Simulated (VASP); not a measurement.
Consider the following.

```
LiMg31O31
1.0
    8.48696     0.00000     0.00000
    0.00000     8.48696     0.00000
    0.00000     0.00000     8.48696
Mg O Li
31 31 1
Direct
  0.49991   0.99977   0.99821
  0.74912   0.25063   0.99985
  0.75078   0.99989   0.25082
  0.99993   0.99993   0.99902
  0.25065   0.25054   0.99986
  0.49992   0.49982   0.98995
  0.74919   0.74917   0.99996
  0.24911   0.99988   0.25098
  0.49988   0.24023   0.25305
  0.75947   0.49982   0.25318
  0.49996   0.99989   0.50195
  0.74657   0.25313   0.49992
  0.74985   0.99990   0.74915
  0.99975   0.49991   0.99823
  0.25061   0.74910   0.00001
  0.99996   0.24906   0.25084
  0.24024   0.49994   0.25301
  0.49990   0.75945   0.25322
  0.99993   0.99992   0.50137
  0.25318   0.25316   0.49997
  0.74654   0.74657   0.50001
  0.24991   0.99976   0.74932
  0.49986   0.25246   0.74560
  0.74704   0.49989   0.74544
  0.99983   0.75074   0.25104
  0.99988   0.49990   0.50194
  0.25314   0.74661   0.50001
  0.99978   0.24993   0.74920
  0.25248   0.49981   0.74576
  0.49973   0.74710   0.74562
  0.99975   0.74990   0.74936
  0.74727   0.25261   0.24986
  0.99990   0.49996   0.24843
  0.99973   0.24949   0.49920
  0.25243   0.25243   0.24985
  0.74721   0.74722   0.24998
  0.99991   0.99982   0.24958
  0.49989   0.24568   0.49710
  0.75420   0.49980   0.49720
  0.99984   0.75037   0.49926
  0.74887   0.25075   0.75039
  0.99988   0.49993   0.75142
  0.99986   0.25050   0.00095
  0.25261   0.74718   0.24987
  0.49995   0.99984   0.24853
  0.24564   0.49992   0.49716
  0.49983   0.75404   0.49725
  0.75029   0.99986   0.49913
  0.25079   0.25071   0.75023
  0.49974   0.49978   0.75273
  0.74890   0.74902   0.75041
  0.99985   0.99990   0.75067
  0.49991   0.25233   0.00366
  0.74728   0.49984   0.00368
  0.99997   0.74933   0.00122
  0.24956   0.99992   0.49931
  0.25062   0.74893   0.75032
  0.49991   0.99990   0.75132
  0.25242   0.49986   0.00379
  0.49980   0.74742   0.00359
  0.74940   0.99978   0.00095
  0.25047   0.99994   0.00108
  0.49919   0.49964   0.51620
```
Cell charge -1.

These are PBE GGA, VASP's PBE PAW potentials (set 64) (plane waves; VASP) values and carry that method's errors. Numerical set-up: PREC = Normal, LREAL = Auto, ISYM = 0, NELECT = 250.0, 400 eV cut-off, 1×1×1 Γ-centred mesh, Gaussian smearing of 0.050 eV, potentials Mg O Li. Starting moments (MAGMOM): 63*0.0317. The cell's moment is fixed (NUPDOWN = 2).

The cell is charged, with a uniform compensating background.  The supercell is sampled at Γ alone, which is coarse: total energies, pressure and levels can be off, energies of defects by several tenths of an eV.

Problem. Predict the cell moment, energy per atom (σ→0).

Solution. 
```
Property                       Result
---------------------  --------------
cell moment                   2.00 μB
energy per atom (σ→0)  -5.748 eV/atom
```

The cell is a supercell with a defect, built from MgO (rock salt): Li_Mg-vac_O, charge -1.
